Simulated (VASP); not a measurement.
A VASP calculation is set up with these files.

### POSCAR
```
Cr
1
    2.7852498874     0.0000000000    -0.0000000000
    0.0000000000     2.7852498874    -0.0000000000
   -0.0000000000     0.0000000000     2.7852498874
Cr
2
Direct
  0.0000000000   0.0000000000   0.0000000000
  0.5000000000   0.5000000000   0.5000000000
```

INCAR:
```
# general
SYSTEM  = Cr
PREC    = Accurate
ENCUT   = 400
LREAL   = .FALSE.
LASPH   = .TRUE.   # aspherical one-centre terms

# electronic loop
EDIFF   = 1E-6
NELM    = 100
ALGO    = Normal   # blocked Davidson
LMAXMIX = 4   # l cut-off of mixed one-centre charges

# smearing
ISMEAR  = 1
SIGMA   = 0.1   # width (eV)

# ions
IBRION  = 2   # conjugate gradients
NSW     = 60
ISIF    = 3   # ions, shape and volume
EDIFFG  = -0.01

# output
LWAVE   = .FALSE.
LCHARG  = .FALSE.
```

File KPOINTS:
```
Regular mesh
0
G
12 12 12
```

POTCAR, in this order: Cr_pv (LDA.64 set). Program: vasp_std.

### Question
Translate this LDA calculation to Ansatz.

### Answer
One equivalent input (not run):
Ansatz 0.2 input:
```yaml
crystal:
  lattice:
    - [2.7852499, 0.0000000, 0.0000000]
    - [0.0000000, 2.7852499, 0.0000000]
    - [0.0000000, 0.0000000, 2.7852499]
  atoms:
    - { symbol: Cr, position: [0.0000000, 0.0000000, 0.0000000] }
    - { symbol: Cr, position: [0.5000000, 0.5000000, 0.5000000] }
kpoints:
  mp_grid: { grid: [12, 12, 12] }
hamiltonian:
  xc: lda
  pseudopotentials: { kind: paw }
scf:
  occupations: { method: methfessel_paxton, width: 0.1 }
  max_iter: 100
relax:
  max_steps: 60
  f_tol: 0.01
  cell: {}
output: { forces: true, stress: true, eigenvalues: true }
```
Limits of the translation: each code has its own PAW files, so the cut-off isn't converted (ENCUT is set for VASP's; basis.ecutwfc is left out, and Ansatz then takes the one that its files recommend); Ansatz stops its SCF on the density residual and VASP on the energy change (EDIFF); Ansatz's lda is the Perdew-Wang form, while the LDA potentials of VASP carry Perdew-Zunger's.

The compound is Cr in the bcc, AFM order structure. This run relaxes it. Symmetry was kept, so distortions that lower it aren't found. The start is the result of an earlier pass.
